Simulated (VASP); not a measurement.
Input:

```
CELL_PARAMETERS angstrom
      2.96897     0.00000     0.00000
      0.00000     2.96897     0.00000
      0.00000     0.00000     2.96897
ATOMIC_POSITIONS crystal
  Ti 0.00000 0.00000 0.00000
  Co 0.50000 0.50000 0.50000
```

Calculation: PW91 GGA, VASP's PBE PAW potentials (set 64) (plane waves; VASP). Numerical set-up: 520 eV cut-off, Gaussian smearing of 0.050 eV, potentials Ti_sv Co.

Q: Give the energies of bands 5 to 13 at the high-symmetry points, in eV from the Fermi level.

A: 
```tsv
band	Γ	X	M	R
5	-7.68	-4.07	-4.42	-2.46
6	-3.83	-3.76	-3.80	-2.46
7	-3.83	-2.40	-2.46	-2.46
8	-1.50	-1.57	-2.46	-2.14
9	-1.50	-1.57	-0.61	-2.14
10	-1.50	-1.07	-0.16	-2.14
11	0.77	-0.83	0.71	-0.58
12	0.77	0.13	0.71	-0.58
13	2.72	0.61	1.21	3.14
```

It has no gap at this level: it comes out as a metal or semimetal.

The compound is TiCo in the CsCl type structure. It was relaxed first. The run is not spin-polarised, so no magnetic state was tried. The electron count is odd and the run is not spin-polarised, which forces a metal.
